Each row is the same diamond-type germanium crystal held at a different volume, computed with a hybrid functional. Down the table the bonds between neighbouring atoms lengthen from 2.383 to 2.531 Å. The gap on mesh is the energy from the highest filled to the lowest empty level among the sampled k points, and the two levels need not belong to the same point.

VASP 6.6.1 calculations with the HSE06 hybrid functional for diamond-type germanium in two-atom cells at fixed geometries, without spin polarisation or spin–orbit coupling. All runs use the recommended PBE PAW potential Ge_d, a plane-wave cutoff of 520 eV, a 6 × 6 × 6 k mesh and Gaussian smearing of 0.02 eV.

| volume (Å³/atom) | shortest distance (Å) | gap on mesh (eV) |
| --- | --- | --- |
| 20.841 | 2.383 | 1.079 |
| 21.528 | 2.409 | 1.020 |
| 22.215 | 2.435 | 0.900 |
| 22.641 | 2.450 | 0.829 |
| 22.902 | 2.459 | 0.776 |
| 23.589 | 2.484 | 0.469 |
| 24.276 | 2.508 | 0.175 |
| 24.963 | 2.531 | 0.000 |

### 1. Row 21.528: which empty level should feel the stretching most?

The highest filled level lies at Γ, the centre of the Brillouin zone, and is threefold. Above it, the calculation finds three competing conduction valleys: L at 1.02 eV, Δ (on the way from Γ to X) at 1.12 eV, and a single level at Γ at 1.43 eV. The lowest of them sets the gap.

Their response follows from bonding. The filled triplet is a bonding combination of p orbitals, while the single level at Γ is built from s orbitals out of phase across all four bonds of each atom. Longer bonds mean weaker overlap, so the antibonding level comes down towards the bonding one. At L and Δ the s orbitals are only partly out of phase and p character mixes in, which argues for a weaker response.

The levels at volumes 21.528 and 24.276 bear this out. For each per cent of added volume the Γ valley drops by 0.105 eV relative to the filled triplet and the L valley by 0.037 eV, whereas Δ rises by 0.011 eV. That Δ moves the other way is a result of the calculation; the simple bonding picture does not predict it.

### 2. Row 20.841: why does the strongest compression add so little gap?

Going up from 21.528 to 20.841 widens the gap by 0.059 eV, half of what the next equal volume step down the table takes away. A change of valley would explain this, and it can be tested. Draw each valley as a straight line in the logarithm of the volume through the levels of rows 21.528 and 24.276, and extend it to the smallest cell, which was not used to draw the lines. The change in volume is $100\ln(20.841/21.528)=-3.24$ per cent, so

$$E_L = 1.020 + 3.24\times0.0368 = 1.139\ \text{eV},$$

$$E_\Delta = 1.122 - 3.24\times0.0106 = 1.088\ \text{eV}.$$

The table gives 1.079 eV, close to Δ and well below L. The lowest valley has therefore most likely changed from L to Δ, which hardly reacts to volume. The mesh has few points between Γ and X, so the true minimum may lie somewhat lower than the printed value. The same reasoning covers silicon, whose lowest valley is known to lie near X: compression narrows its gap slightly.

### 3. Rows 22.215 and 22.641: does the gap show how strongly the crystal reacts to pressure?

Only in part, because here the gap belongs to the sluggish L valley. Between these two rows it grows by 46 meV per GPa. The direct gap, taken between levels at the same k point, grows by 130 meV per GPa. An optical transition at Γ would thus shift almost three times as fast as the tabulated gap.

### 4. Row 22.902: has the calculation turned germanium into a direct semiconductor?

In this cell, yes: the gap equals the direct gap, 0.776 eV. It is the volume at which the calculated pressure nearly vanishes, about 1.2 per cent above the measured volume of row 22.641. There the same functional gives an indirect gap, as real germanium has.

The difference comes from the slightly too large cell. Γ falls faster than L, and this small expansion is just enough for it to overtake. In the relaxed cell the straight line for L runs less than 0.02 eV above the computed Γ level, so "direct" is a fragile label here.

### 5. Rows 23.589 and 24.276: why does the gap suddenly fall so fast?

Nothing sudden happens to the crystal, which keeps its symmetry. The gap has passed to the Γ valley, which was falling steeply all along but lay hidden above L. From 22.902 to 23.589 the gap loses 0.307 eV; an equal volume step under L, from 21.528 to 22.215, cost 0.120 eV.

This is the bargain behind stretching germanium for light emitters. Electrons emit light efficiently from Γ, so Γ should lie well below L, not merely level with it. Once Γ is the lowest valley, each further per cent of volume improves that separation by $0.105-0.037=0.068$ eV but costs 0.105 eV of gap, which moves the emission to longer wavelengths. Real films are stretched in a plane, which also splits the valence top, so the direction of the trade carries over but not these figures.

### 6. Row 24.963: is the zero simply the next point on the slope?

No, it is a floor. Continued to this volume, the Γ line puts the antibonding level about 0.1 eV below the bonding triplet. The order of the two would then be inverted. Two electrons fill the lowered single level, which leaves four for a triplet with room for six. Since symmetry keeps the three levels equal, filled and empty states touch and the gap is exactly zero, however far the inversion goes.

The levels of this row are not available, so the inversion is an inference. It has some support: this is the only row where the smearing of the occupations changes the energy, by 0.07 meV, a sign of partly filled levels. That fits a closed gap, though it does not tell which level lies lower.

### 7. Which digits survive a change of settings?

The most important missing setting is spin–orbit coupling. In germanium it splits the filled triplet and raises its top by roughly 0.1 eV, so every open gap would shrink by about that much. For the smallest cells this is a modest correction; at 24.276, where only 0.175 eV is left, it would remove more than half. The order of the conduction valleys is expected to stay nearly the same: a higher valence top lowers all three gaps alike, and the valleys themselves are single levels, which the coupling cannot split and should shift only little.

Volume matters as much: an error of one per cent moves the direct gap by about 0.1 eV. As predictions for real germanium, then, the gaps are uncertain already in the first decimal. Differences between rows are much firmer, since the missing coupling would lower all open gaps nearly alike. Taking the lowest of the three straight lines, with zero as the floor, reproduces every gap to about 0.01 eV, as the output below shows. That is good enough to explain the bends in the table, but too coarse to settle the order of Γ and L in the relaxed cell, where the computed direct gap has to decide.

Printed output of the fit:

```
Gaps and pressure:
     row  gap_eV  step_eV  direct_gap_eV  direct_less_gap_eV  pressure_GPa
  20.841   1.079      n/a          1.787              0.7083         8.685
  21.528    1.02   -0.059          1.434              0.4144         5.303
  22.215     0.9    -0.12          1.098              0.1976         2.446
  22.641   0.829   -0.071         0.8963              0.0673        0.9025
  22.902   0.776   -0.053         0.7761              0.0001       0.03906
  23.589   0.469   -0.307          0.469                   0        -1.995
  24.276   0.175   -0.294         0.1755              0.0005        -3.701
  24.963       0   -0.175              0                   0        -4.835
Valleys above the valence top by straight lines in ln V:
     row  Gamma_eV    L_eV  Delta_eV  estimated_gap_eV   miss_eV
  20.841     1.774   1.139     1.088             1.088  0.008825
  21.528     1.434    1.02     1.122              1.02   -0.0003
  22.215     1.105   0.904     1.156             0.904  0.004045
  22.641    0.9062  0.8341     1.176            0.8341  0.005111
  22.902    0.7861  0.7919     1.188            0.7861   0.01006
  23.589    0.4763  0.6831     1.219            0.4763  0.007332
  24.276    0.1755  0.5774      1.25            0.1755    0.0005
  24.963   -0.1169  0.4747      1.28                 0         0
Fall of the gap from the smallest cell to the relaxed cell in eV: 0.303
Fall of the direct gap over the same stretch in eV: 1.011
Fall of the gap from the relaxed cell to the last open gap in eV: 0.601
Gamma valley shift per 1 percent of volume in meV: -104.8
L valley shift per 1 percent of volume in meV: -36.82
Delta valley shift per 1 percent of volume in meV: 10.63
Gamma slope over L slope: 2.846
Direct gap rise with pressure between rows 22.641 and 22.215 in meV per GPa: 130.4
Gap rise with pressure between the same rows in meV per GPa: 45.99
Volume of the relaxed cell above the experimental one in percent: 1.153
Direct gap lost between these two cells in eV: 0.1202
Gap lost between these two cells in eV: 0.053
Estimated L level above the computed Gamma level in the relaxed cell in eV: 0.01581
Largest miss of the estimated gap in eV: 0.01006
Smearing term in the last row in meV: 0.07
```
